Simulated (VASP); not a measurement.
# Ti2AlC (P6_3/mmc) in VASP: relaxation of cell and atoms with LDA

Aim: the relaxation of cell and atoms of Ti2AlC with LDA.

Program: VASP 6.6.1. These are calculated values, not measurements. Logs are shortened: lines on timing, memory, paths and dates and some standing lists are left out, and cuts for length are marked.

## (1) The structure

It takes space group P6_3/mmc (No. 194, hexagonal). Conventional cell: a = 3.040 Å, b = 3.040 Å, c = 13.590 Å, α = 90.00°, β = 90.00°, γ = 120.00°. Ti (site symmetry 3m) is surrounded by 3 C at 2.09 Å. Around Al (site symmetry -6m2) lie 6 Ti at 2.86 Å and 6 Al at 3.04 Å. Around C (site symmetry -3m) lie 6 Ti at 2.09 Å.

The cell was built by a generator and needn't be a form met in nature.

## (2) Relaxation of cell and atoms, LDA

The input, INCAR:

```
SYSTEM = Ti2AlC
PREC     = Accurate       ! precision mode
ENCUT    = 600            ! plane-wave cutoff, eV
EDIFF    = 1E-6           ! SCF threshold, eV
ISMEAR   = 1              ! smearing method
SIGMA    = 0.2            ! smearing width, eV
LREAL    = .FALSE.        ! projectors in reciprocal space
LASPH    = .TRUE.         ! aspherical terms in the spheres
NELM     = 100            ! most SCF steps
ALGO     = Fast           ! electronic algorithm
ISIF     = 3              ! what is computed and relaxed
LWAVE    = .FALSE.        ! write WAVECAR
LCHARG   = .FALSE.        ! write CHGCAR
IBRION   = 2              ! ionic algorithm
NSW      = 40             ! ionic steps
EDIFFG   = -0.01          ! ionic threshold
KPAR     = 8
```

The input, KPOINTS:

```
Automatic mesh
0
G
  16 16 4
  0 0 0
```

The input, POSCAR:

```
Ti2AlC
1.0
    3.0400000000      0.0000000000      0.0000000000
   -1.5200000000      2.6327172275      0.0000000000
    0.0000000000      0.0000000000     13.5900000000
Ti Al C
4 2 2
Direct
    0.3333333333      0.6666666667      0.0840000000
    0.6666666667      0.3333333333      0.9160000000
    0.6666666667      0.3333333333      0.5840000000
    0.3333333333      0.6666666667      0.4160000000
    0.3333333333      0.6666666667      0.7500000000
    0.6666666667      0.3333333333      0.2500000000
    0.0000000000      0.0000000000      0.0000000000
    0.0000000000      0.0000000000      0.5000000000
```

Potentials or basis: VASP PAW LDA potentials, release 64 (Ti_sv, Al, C).

Run with:

```console
$ cat potpaw_LDA.64/Ti_sv/POTCAR potpaw_LDA.64/Al/POTCAR potpaw_LDA.64/C/POTCAR > POTCAR
$ mpirun -np 8 vasp_std > vasp.out
```

OUTCAR:

```text
SYSTEM = Ti2AlC
   PREC = Accurate
   ENCUT = 600
   EDIFF = 1E-6
   ISMEAR = 1
   LREAL = .FALSE.
   LASPH = .TRUE.
   NELM = 100
   ISIF = 3
   IBRION = 2
   NSW = 40
   EDIFFG = -0.01

 ion  position               nearest neighbor table
   1  0.333  0.667  0.084-   7 2.09   7 2.09   7 2.09   6 2.86   6 2.86   6 2.86   2 2.88   2 2.88
                             2 2.88
   2  0.667  0.333  0.916-   7 2.09   7 2.09   7 2.09   5 2.86   5 2.86   5 2.86   1 2.88   1 2.88
                             1 2.88
   3  0.667  0.333  0.584-   8 2.09   8 2.09   8 2.09   5 2.86   5 2.86   5 2.86   4 2.88   4 2.88
                             4 2.88
   4  0.333  0.667  0.416-   8 2.09   8 2.09   8 2.09   6 2.86   6 2.86   6 2.86   3 2.88   3 2.88
                             3 2.88
   5  0.333  0.667  0.750-   2 2.86   3 2.86   2 2.86   3 2.86   2 2.86   3 2.86
   6  0.667  0.333  0.250-   1 2.86   4 2.86   1 2.86   4 2.86   1 2.86   4 2.86
   7  0.000  0.000  0.000-   1 2.09   2 2.09   1 2.09   2 2.09   2 2.09   1 2.09
   8  0.000  0.000  0.500-   3 2.09   4 2.09   4 2.09   3 2.09   3 2.09   4 2.09

  LATTYP: Found a hexagonal cell.
 ALAT       =     3.0400000000
 C/A-ratio  =     4.4703947368

  Lattice vectors:

 A1 = (   3.0400000000,   0.0000000000,   0.0000000000)
 A2 = (  -1.5200000000,   2.6327172275,   0.0000000000)
 A3 = (   0.0000000000,   0.0000000000,  13.5900000000)

Analysis of symmetry for initial positions (statically):
=====================================================================
 Subroutine PRICEL returns:
 Original cell was already a primitive cell.

 Routine SETGRP: Setting up the symmetry group for a
 hexagonal supercell.

 Subroutine GETGRP returns: Found 24 space group operations
 (whereof 12 operations were pure point group operations)
 out of a pool of 24 trial point group operations.

The static configuration has the point symmetry D_3d.
 The point group associated with its full space group is D_6h.

Analysis of symmetry for dynamics (positions and initial velocities):
=====================================================================
 Subroutine PRICEL returns:
 Original cell was already a primitive cell.

 Routine SETGRP: Setting up the symmetry group for a
 hexagonal supercell.

 Subroutine GETGRP returns: Found 24 space group operations
 (whereof 12 operations were pure point group operations)
 out of a pool of 24 trial point group operations.

The dynamic configuration has the point symmetry D_3d.
 The point group associated with its full space group is D_6h.

 Subroutine INISYM returns: Found 24 space group operations
 (whereof 12 operations are pure point group operations),
 and found     1 'primitive' translations

----------------------------------------------------------------------------------------

                                     Primitive cell

  volume of cell :     108.7670

  direct lattice vectors                    reciprocal lattice vectors
     3.040000000  0.000000000  0.000000000     0.328947368  0.189917852  0.000000000
    -1.520000000  2.632717228  0.000000000     0.000000000  0.379835703  0.000000000
     0.000000000  0.000000000 13.590000000     0.000000000  0.000000000  0.073583517

  length of vectors
     3.040000000  3.040000000 13.590000000     0.379835703  0.379835703  0.073583517

  position of ions in fractional coordinates (direct lattice)
     0.333333333  0.666666667  0.084000000
     0.666666667  0.333333333  0.916000000
     0.666666667  0.333333333  0.584000000
     0.333333333  0.666666667  0.416000000
     0.333333333  0.666666667  0.750000000
     0.666666667  0.333333333  0.250000000
     0.000000000  0.000000000  0.000000000
     0.000000000  0.000000000  0.500000000

  ion indices of the primitive-cell ions
   primitive index   ion index
                 1           1
                 2           2
                 3           3
                 4           4
                 5           5
                 6           6
                 7           7
                 8           8

----------------------------------------------------------------------------------------

 KPOINTS: Automatic mesh

Automatic generation of k-mesh.
 Grid dimensions read from file:
 generate k-points for:   16   16    4

 Generating k-lattice:

  Cartesian coordinates                     Fractional coordinates (reciprocal lattice)
     0.020559211  0.011869866  0.000000000     0.062500000  0.000000000  0.000000000
     0.000000000  0.023739731  0.000000000     0.000000000  0.062500000  0.000000000
     0.000000000  0.000000000  0.018395879     0.000000000  0.000000000  0.250000000

  Length of vectors
     0.023739731  0.023739731  0.018395879

  Shift w.r.t. Gamma in fractional coordinates (k-lattice)
     0.000000000  0.000000000  0.000000000

 Subroutine IBZKPT returns following result:
 ===========================================

 Found     90 irreducible k-points:

 Following reciprocal coordinates:
            Coordinates               Weight
  0.000000  0.000000  0.000000      1.000000
  0.062500  0.000000  0.000000      6.000000
  0.125000  0.000000  0.000000      6.000000
  0.187500  0.000000  0.000000      6.000000
  0.250000  0.000000  0.000000      6.000000
  0.312500  0.000000  0.000000      6.000000
[... 16 lines left out ...]
  0.187500  0.187500  0.000000      6.000000
  0.250000  0.187500  0.000000     12.000000
 [... further k-points ...]
   k-points           NKPTS =     90   k-points in BZ     NKDIM =     90   number of bands    NBANDS=     37
   number of dos      NEDOS =    301   number of ions     NIONS =      8
   total plane-waves  NPLWV =  64512
   dimension x,y,z NGX =    24 NGY =   24 NGZ =  112
   dimension x,y,z NGXF=    48 NGYF=   48 NGZF=  224
   ions per type =               4   2   2
   NGX,Y,Z   is equivalent  to a cutoff of  13.12, 13.12, 13.70 a.u.
   NGXF,Y,Z  is equivalent  to a cutoff of  26.25, 26.25, 27.40 a.u.
 SYSTEM =  Ti2AlC
   PREC   = accura    normal or accurate (medium, high low for compatibility)
   ISTART =      0    job   : 0-new  1-cont  2-samecut
   ICHARG =      2    charge: 1-file 2-atom 10-const
   ISPIN  =      1    spin polarized calculation?
   LNONCOLLINEAR =      F non collinear calculations
   LSORBIT =      F    spin-orbit coupling
   LASPH  =      T    aspherical Exc in radial PAW
   ENCUT  =  600.0 eV  44.10 Ry    6.64 a.u.   6.07  6.07 27.14*2*pi/ulx,y,z
   NELM   =    100;   NELMIN=  2; NELMDL= -5     # of ELM steps
   EDIFF  = 0.1E-05   stopping-criterion for ELM
   LREAL  =      F    real-space projection
   EDIFFG = -.1E-01   stopping-criterion for IOM
   NSW    =     40    number of steps for IOM
   IBRION =      2    ionic relax: 0-MD 1-quasi-New 2-CG
   NFREE  =      1    steps in history (QN), initial steepest desc. (CG)
   ISIF   =      3    stress and relaxation
   ISYM   =      2    0-nonsym 1-usesym 2-fastsym
   POTIM  = 0.5000    time-step for ionic-motion
   TEBEG  =    0.0;   TEEND  =   0.0 temperature during run
   PSTRESS=    0.0 pullay stress
   NELECT =      62.0000    total number of electrons
   NUPDOWN=      -1.0000    fix difference up-down
   EMIN   =  10.00;   EMAX   =-10.00  energy-range for DOS
   EFERMI =   0.00;   METHOD = LEGACY
   ISMEAR =     1;   SIGMA  =   0.20  broadening in eV -4-tet -1-fermi 0-gaus
   EFERMI_NEDOS =   21; number of points for ismear=-14 and -15
   IALGO  =     68    algorithm
   IMIX   =      4    mixing-type and parameters
     AMIX     =   0.40;   BMIX     =  1.00
     AMIX_MAG =   1.60;   BMIX_MAG =  1.00
  volume/ion in A,a.u.               =      13.60        91.75
  Fermi-wavevector in a.u.,A,eV,Ry     =   1.357395  2.565105 25.069030  1.842522
  Thomas-Fermi vector in A             =   2.484317
   LORBIT       =      0    0 simple, 1 ext, 2 COOP (PROOUT), +10 PAW based schemes
   GGA     = CA    functional components
   LHFCALC =     F    Hartree Fock is set to
   AEXX    =    0.0000 exact exchange contribution
   IVDW    =     0    specifies the selected vdW correction
   LEPSILON=     F    determine dielectric tensor
   LRPA    =     F    only Hartree local field effects (RPA)
 conjugate gradient relaxation of ions
 non-spin polarized calculation
 RMM-DIIS sequential band-by-band and
 Methfessel and Paxton  Order N= 1 SIGMA  =   0.20
  energy-cutoff  :      600.00
  volume of cell :      108.77
 maximum number of plane-waves:      3672
   NGX = 13   NGY = 13   NGZ = 55

--------------------------------------- Ionic step        1  -------------------------------------------

 number of electron      61.9999996 magnetization

 Free energy of the ion-electron system (eV)
  ---------------------------------------------------
  ext. energy  EPLUGINS =         0.00000000
  ---------------------------------------------------
  free energy    TOTEN  =       -68.92781315 eV

  energy without entropy =      -68.93038070  energy(sigma->0) =      -68.92866900

------------------------ aborting loop because EDIFF is reached ----------------------------------------

  FORCE on cell =-STRESS in cart. coord.  units (eV):
  Direction    XX          YY          ZZ          XY          YZ          ZX
  --------------------------------------------------------------------------------------
  -------------------------------------------------------------------------------------
  Total       -2.7310159     -2.7310159     -2.7525706      0.0000000      0.0000000      0.0000000
  in kB      -40.2288440    -40.2288440    -40.5463523      0.0000000      0.0000000      0.0000000
  external PRESSURE =     -40.3346801 kB  Pullay stress =       0.0000000 kB
[... 153 lines left out ...]
  energy  without entropy=      -68.9624687106  energy(sigma->0) =      -68.96089661

--------------------------------------- Ionic step        5  -------------------------------------------

 number of electron      62.0000009 magnetization

 Free energy of the ion-electron system (eV)
  ---------------------------------------------------
  ext. energy  EPLUGINS =         0.00000000
  ---------------------------------------------------
  free energy    TOTEN  =       -68.96045876 eV

  energy without entropy =      -68.96285185  energy(sigma->0) =      -68.96125646

 E-fermi :   8.2259     XC(G=0): -11.8196

 val. band max:        8.2220893697   @ k =   0.1875   0.0000   0.0000
 cond. band min:       8.2265889069   @ k =   0.3125   0.3125   0.2500
 fundamental gap:      0.0044995372
 Fermi energy:         8.2258814884

 k-point     1 :       0.0000    0.0000    0.0000
  band No.  band energies     occupation
      1     -47.4938      2.00000
      2     -47.4937      2.00000
      3     -47.4028      2.00000
      4     -47.4027      2.00000
      5     -24.4599      2.00000
      6     -24.4569      2.00000
[... 949 lines left out ...]
     36      10.3009     -0.00000
     37      10.4960     -0.00000

 [... further k-points ...]

------------------------ aborting loop because EDIFF is reached ----------------------------------------

  FORCE on cell =-STRESS in cart. coord.  units (eV):
  Direction    XX          YY          ZZ          XY          YZ          ZX
  --------------------------------------------------------------------------------------
  -------------------------------------------------------------------------------------
  Total        0.0229470      0.0229470      0.0304604      0.0000000      0.0000000      0.0000000
  in kB        0.3454726      0.3454726      0.4585891      0.0000000      0.0000000      0.0000000
  external PRESSURE =       0.3831781 kB  Pullay stress =       0.0000000 kB
[... 23 lines left out ...]
  FREE ENERGIE OF THE ION-ELECTRON SYSTEM (eV)
  ---------------------------------------------------
  free  energy   TOTEN  =       -68.9604587636 eV

  energy  without entropy=      -68.9628518479  energy(sigma->0) =      -68.96125646

 reached required accuracy - stopping structural energy minimisation
```

Wall time 11 min (8 MPI ranks of Intel Xeon Platinum 8488C (Sapphire Rapids), shared host); peak memory 0.47 GiB.

What came out:

| Quantity | Value |
| --- | --- |
| Free energy | -68.9605 eV |
| Relaxed volume | 13.30 Å³/atom |
| Relaxed cell | a = 3.016 Å, b = 3.016 Å, c = 13.510 Å, α = 90.00°, β = 90.00°, γ = 120.00° |
| Space group after relaxing (to 0.05 Å) | P6_3/mmc (No. 194) |
| Energy gained by relaxing | 4.1 meV/atom |
| Ionic steps | 5 |
| Pressure after relaxing | 0.0 GPa |
| Largest force after relaxing | 0.004 eV/Å |
| Band gap on the k mesh | none (metal or under the smearing width) |

Forces on the atoms (eV/Å):
```
Ti   0.000  0.000 -0.004
Ti   0.000  0.000  0.004
Ti   0.000  0.000 -0.004
Ti   0.000  0.000  0.004
Al   0.000  0.000  0.000
Al   0.000  0.000  0.000
C    0.000  0.000  0.000
C    0.000  0.000  0.000
```

The path:
```csv
step,energy change (eV),largest force (eV/Å),pressure (GPa),volume (Å³)
1,0.0000,0.3268,-4.03,108.77
2,0.0360,0.6008,6.17,103.47
3,-0.0323,0.0263,-0.10,106.56
4,-0.0323,0.0359,-0.03,106.52
5,-0.0326,0.0044,0.04,106.42
```

Final structure:
```cif
data_structure
_symmetry_space_group_name_H-M 'P 1'
_symmetry_Int_Tables_number 1
_cell_length_a 3.0159
_cell_length_b 3.0159
_cell_length_c 13.5097
_cell_angle_alpha 90.000
_cell_angle_beta 90.000
_cell_angle_gamma 120.000
_cell_volume 106.42
loop_
_atom_site_label
_atom_site_type_symbol
_atom_site_fract_x
_atom_site_fract_y
_atom_site_fract_z
_atom_site_occupancy
Ti1 Ti 0.33333 0.66667 0.08362 1
Ti2 Ti 0.66667 0.33333 0.91638 1
Ti3 Ti 0.66667 0.33333 0.58362 1
Ti4 Ti 0.33333 0.66667 0.41638 1
Al1 Al 0.33333 0.66667 0.75000 1
Al2 Al 0.66667 0.33333 0.25000 1
C1 C 0.00000 0.00000 0.00000 1
C2 C 0.00000 0.00000 0.50000 1
```

Levels at points of the mesh, in eV from the Fermi level:
```csv
k point,band 29,band 30,band 31,band 32,band 33,band 34,band 35,band 36
"(0.00, 0.00, 0.00)",0.42,0.72,0.93,0.93,0.95,0.95,1.92,1.92
"(0.50, 0.00, 0.00)",-1.35,-1.32,-0.67,-0.65,1.74,2.24,2.33,2.58
"(0.00, 0.00, 0.50)",0.59,0.59,0.94,0.94,0.94,0.94,1.94,1.94
"(0.50, 0.00, 0.50)",-1.32,-1.32,-0.66,-0.66,2.00,2.00,2.44,2.45
```
